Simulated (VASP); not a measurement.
Input:

```
MgSe
1.0
    0.00000     2.96893     2.96893
    2.96893     0.00000     2.96893
    2.96893     2.96893     0.00000
Mg Se
1 1
Direct
  0.00000   0.00000   0.00000
  0.25000   0.25000   0.25000
```

Method: PBEsol GGA, VASP's PBE PAW potentials (set 64) (plane waves; VASP). Numerical set-up: 400 eV cut-off, Gaussian smearing of 0.050 eV, potentials Mg Se.

Question: Give the energies of bands 2 to 7 at the high-symmetry points, in eV from the valence-band maximum.

Answer: 
```json
[
 {"band": "2", "Γ": "0.00", "X": "-2.98", "U": "-2.67", "L": "-3.26", "W": "-2.50"},
 {"band": "3", "Γ": "0.00", "X": "-1.13", "U": "-1.98", "L": "-0.37", "W": "-1.92"},
 {"band": "4", "Γ": "0.00", "X": "-1.13", "U": "-0.90", "L": "-0.37", "W": "-1.43"},
 {"band": "5", "Γ": "2.52", "X": "3.29", "U": "4.18", "L": "4.14", "W": "5.08"},
 {"band": "6", "Γ": "7.07", "X": "4.82", "U": "6.32", "L": "6.86", "W": "7.13"},
 {"band": "7", "Γ": "7.07", "X": "10.63", "U": "9.02", "L": "6.86", "W": "7.45"}
]
```

The gap is direct, 2.52 eV, from the valence maximum at Γ to the conduction minimum at Γ.

The structure comes from a computed database's MgSe entry (F-43m); how it stands against other phases isn't given here. The cell was not relaxed at this level.
